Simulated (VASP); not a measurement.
These are PBE GGA, VASP's PBE PAW potentials (set 64) (plane waves; VASP 6.6.1) values and carry that method's errors.

Input for VASP

**POSCAR**
```
Na4Br3Cl
5.9313320
  0.9999999734   0.0000000000   0.0000000000
  0.0000000000   0.9999999734   0.0000000000
  0.0000000000   0.0000000000   0.9999999734
Na Cl Br
4 1 3
Direct
  0.0000000000   0.0000000000   0.0000000000
  0.5000000000   0.5000000000   0.0000000000
  0.5000000000   0.0000000000   0.5000000000
  0.0000000000   0.5000000000   0.5000000000
  0.5000000000   0.5000000000   0.5000000000
  0.0000000000   0.0000000000   0.5000000000
  0.0000000000   0.5000000000   0.0000000000
  0.5000000000   0.0000000000   0.0000000000
```

**KPOINTS**
```
Automatic mesh
0
Gamma
4 4 4
0 0 0
```

INCAR:
```
ISMEAR = 0   ! Gaussian
LMAXMIX = 4   ! l cut-off of mixed one-centre charges
PREC = Accurate
NELM = 100
GGA = PE   ! PBE
LASPH = .TRUE.
LREAL = .FALSE.
SYSTEM = Na4Br3Cl
ALGO = Normal
LCHARG = .TRUE.
LWAVE = .FALSE.
ENCUT = 400
SIGMA = 0.05   ! width (eV)
EDIFF = 1E-6
```

POTCAR, in this order: Na_pv Cl Br (PBE.64 set). Program: vasp_std.

The resulting files:

OUTCAR:
```
 ion  position               nearest neighbor table
   1  0.000  0.000  0.000-
   2  0.500  0.500  0.000-
   3  0.500  0.000  0.500-
   4  0.000  0.500  0.500-
   5  0.500  0.500  0.500-
   6  0.000  0.000  0.500-
   7  0.000  0.500  0.000-
   8  0.500  0.000  0.000-
  LATTYP: Found a simple cubic cell.
 ALAT       =     5.9313318422
 Subroutine PRICEL returns:
 Original cell was already a primitive cell.
 Subroutine GETGRP returns: Found 48 space group operations
The static configuration has the point symmetry O_h .
The dynamic configuration has the point symmetry O_h .
 Subroutine INISYM returns: Found 48 space group operations
 Subroutine IBZKPT returns following result:
 Found     10 irreducible k-points:

 Following reciprocal coordinates:
            Coordinates               Weight
  0.000000  0.000000  0.000000      1.000000
  0.250000  0.000000  0.000000      6.000000
  0.500000  0.000000  0.000000      3.000000
...
```

**OSZICAR**
```
       N       E                     dE             d eps       ncg     rms          rms(c)
DAV:   1     0.523099128285E+03    0.52310E+03   -0.24028E+04   724   0.142E+03
DAV:   2     0.312024991211E+02   -0.49190E+03   -0.48069E+03   806   0.386E+02
DAV:   3    -0.237658998922E+02   -0.54968E+02   -0.54851E+02   737   0.141E+02
DAV:   4    -0.256298100195E+02   -0.18639E+01   -0.18601E+01   797   0.287E+01
DAV:   5    -0.256738438350E+02   -0.44034E-01   -0.44019E-01   798   0.415E+00    0.358E+00
DAV:   6    -0.251014755262E+02    0.57237E+00   -0.11348E+00   781   0.442E+00    0.235E+00
DAV:   7    -0.250525834514E+02    0.48892E-01   -0.44557E-01   853   0.280E+00    0.151E+00
DAV:   8    -0.250702409589E+02   -0.17658E-01   -0.45386E-02   732   0.127E+00    0.386E-01
DAV:   9    -0.250692348545E+02    0.10061E-02   -0.28978E-03   871   0.351E-01    0.181E-01
DAV:  10    -0.250698836311E+02   -0.64878E-03   -0.36472E-03   742   0.290E-01    0.782E-02
DAV:  11    -0.250698613040E+02    0.22327E-04   -0.38695E-04   766   0.977E-02    0.829E-02
DAV:  12    -0.250698615740E+02   -0.26993E-06   -0.56224E-05   694   0.336E-02    0.602E-02
DAV:  13    -0.250698098933E+02    0.51681E-04   -0.28721E-04   702   0.714E-02    0.181E-02
DAV:  14    -0.250698131838E+02   -0.32905E-05   -0.31663E-05   671   0.247E-02    0.252E-02
DAV:  15    -0.250698139733E+02   -0.78956E-06   -0.17884E-06   558   0.643E-03
   1 F= -.25069814E+02 E0= -.25069814E+02  d E =-.600712E-17
```

OUTCAR:
```
------------------------ aborting loop because EDIFF is reached ----------------------------------------
  FORCE on cell =-STRESS in cart. coord.  units (eV):
  Direction    XX          YY          ZZ          XY          YZ          ZX
  --------------------------------------------------------------------------------------
  Total        0.1965747      0.1965747      0.1965747     -0.0000000     -0.0000000      0.0000000
  in kB        1.5093211      1.5093211      1.5093211     -0.0000000     -0.0000000      0.0000000
  external PRESSURE =       1.5093211 kB  Pullay stress =       0.0000000 kB
  volume of cell :      208.67
      direct lattice vectors                 reciprocal lattice vectors
     5.931331842  0.000000000  0.000000000     0.168596198  0.000000000  0.000000000
     0.000000000  5.931331842  0.000000000     0.000000000  0.168596198  0.000000000
     0.000000000  0.000000000  5.931331842     0.000000000  0.000000000  0.168596198
 POSITION                                       TOTAL-FORCE (eV/Angst)
 -----------------------------------------------------------------------------------
      0.00000      0.00000      0.00000         0.000000      0.000000      0.000000
      2.96567      2.96567      0.00000         0.000000      0.000000      0.000000
      2.96567      0.00000      2.96567         0.000000      0.000000      0.000000
      0.00000      2.96567      2.96567         0.000000      0.000000      0.000000
      2.96567      2.96567      2.96567         0.000000      0.000000      0.000000
      0.00000      0.00000      2.96567         0.000000      0.000000      0.000000
      0.00000      2.96567      0.00000         0.000000      0.000000      0.000000
      2.96567      0.00000      0.00000         0.000000      0.000000      0.000000
 -----------------------------------------------------------------------------------
    total drift:                                0.000000      0.000000     -0.000000
  FREE ENERGIE OF THE ION-ELECTRON SYSTEM (eV)
  ---------------------------------------------------
  free  energy   TOTEN  =       -25.0698139733 eV

  energy  without entropy=      -25.0698139733  energy(sigma->0) =      -25.06981397
```
(Selected blocks of OUTCAR.)

OUTCAR:
```
 val. band max:       -0.8435739401   @ k =   0.0000   0.0000   0.0000

 cond. band min:       3.4537411355   @ k =   0.0000   0.0000   0.0000


 Fermi energy:        -0.5562360803

 k-point     1 :       0.0000    0.0000    0.0000
  band No.  band energies     occupation
      1     -22.2981      2.00000
      2     -22.2981      2.00000
      3     -22.2981      2.00000
      4     -22.2912      2.00000
      5     -22.2912      2.00000
      6     -22.2912      2.00000
      7     -22.2898      2.00000
      8     -22.2898      2.00000
      9     -22.2898      2.00000
     10     -22.2785      2.00000
     11     -22.2785      2.00000
     12     -22.2785      2.00000
     13     -13.5798      2.00000
     14     -13.2570      2.00000
     15     -13.2570      2.00000
     16     -13.2424      2.00000
     17      -2.5566      2.00000
     18      -2.5566      2.00000
     19      -2.5566      2.00000
     20      -1.5363      2.00000
     21      -1.5363      2.00000
     22      -1.5363      2.00000
     23      -1.4410      2.00000
     24      -1.4410      2.00000
     25      -1.4410      2.00000
     26      -0.8436      2.00000
     27      -0.8436      2.00000
     28      -0.8436      2.00000
     29       3.4537      0.00000
     30       5.4128      0.00000
     31       5.6205      0.00000
     32       5.6205      0.00000
     33       6.4089      0.00000

 k-point     2 :       0.2500    0.0000    0.0000
  band No.  band energies     occupation
      1     -22.2974      2.00000
      2     -22.2974      2.00000
      3     -22.2973      2.00000
      4     -22.2917      2.00000
      5     -22.2916      2.00000
      6     -22.2916      2.00000
      7     -22.2911      2.00000
      8     -22.2900      2.00000
      9     -22.2900      2.00000
     10     -22.2794      2.00000
     11     -22.2787      2.00000
     12     -22.2787      2.00000
     13     -13.5293      2.00000
     14     -13.2974      2.00000
     15     -13.2509      2.00000
...
```

The structure was generated: Na4Br3Cl was put into an ordered model structure (Pm-3m), which need not be its known phase. It was relaxed first.
